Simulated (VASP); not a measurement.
An input for Quantum ESPRESSO's pw.x (written as the equivalent of a VASP run, and not itself run):

```
&CONTROL
  calculation = 'vc-relax'
  pseudo_dir = './pseudo'
  outdir = './out'
  tprnfor = .true.
  tstress = .true.
  nstep = 60
  forc_conv_thr = 0.00078
/
&SYSTEM
  ibrav = 0
  nat = 3
  ntyp = 2
  ecutwfc = 84
  occupations = 'smearing'
  smearing = 'gaussian'
  degauss = 0.003675
  input_dft = 'vdw-df-cx'
/
&ELECTRONS
  conv_thr = 7.3e-08
  electron_maxstep = 100
/
&IONS
/
&CELL
/
ATOMIC_SPECIES
  Ca 40.078 Ca.upf
  F 18.998 F.upf
CELL_PARAMETERS angstrom
     0.0000000    2.7137072    2.7137072
     2.7137072   -0.0000000    2.7137072
     2.7137072    2.7137072    0.0000000
ATOMIC_POSITIONS crystal
  Ca   1.0000000  0.0000000  1.0000000
  F    0.2500000  0.2500000  0.2500000
  F    0.7500000  0.7500000  0.7500000
K_POINTS automatic
  6 6 6 0 0 0
```

Question: Translate this input to VASP (INCAR, KPOINTS, POSCAR, choice of POTCAR).

Answer: One answer among several that fit: 
POSCAR:
```
CaF2
1
    0.0000000000     2.7137071620     2.7137071620
    2.7137071620    -0.0000000000     2.7137071620
    2.7137071620     2.7137071620     0.0000000000
Ca F
1 2
Direct
  1.0000000000   0.0000000000   1.0000000000
  0.2500000000   0.2500000000   0.2500000000
  0.7500000000   0.7500000000   0.7500000000
```

KPOINTS:
```
Automatic mesh
0
Gamma
6 6 6
0 0 0
```

INCAR:
```
SYSTEM  =  CaF2
PREC  =  Accurate; ENCUT  =  520; LREAL  =  .FALSE.
LASPH  =  .TRUE.
EDIFF  =  1E-6; NELM  =  100; ALGO  =  Normal
ISMEAR  =  0; SIGMA  =  0.05
GGA  =  CX; LUSE_VDW  =  .TRUE.; AGGAC  =  0.0
IBRION  =  2; NSW  =  60; ISIF  =  3
EDIFFG  =  -0.02
LWAVE  =  .FALSE.; LCHARG  =  .FALSE.
```

POTCAR, in this order: Ca_sv F (PBE.64 set). Program: vasp_std.

The two are equivalent in intent, not identical: the potentials are each code's own (VASP's PAW set, PseudoDojo norm-conserving files in pw.x), so ENCUT and ecutwfc are chosen apart and not converted; conv_thr bounds pw.x's estimated SCF error, while EDIFF bounds the energy change between steps; forc_conv_thr acts on force components and is met together with etot_conv_thr.

The compound is CaF2 in the fluorite structure. This run relaxes it. Symmetry was kept, so distortions that lower it aren't found.
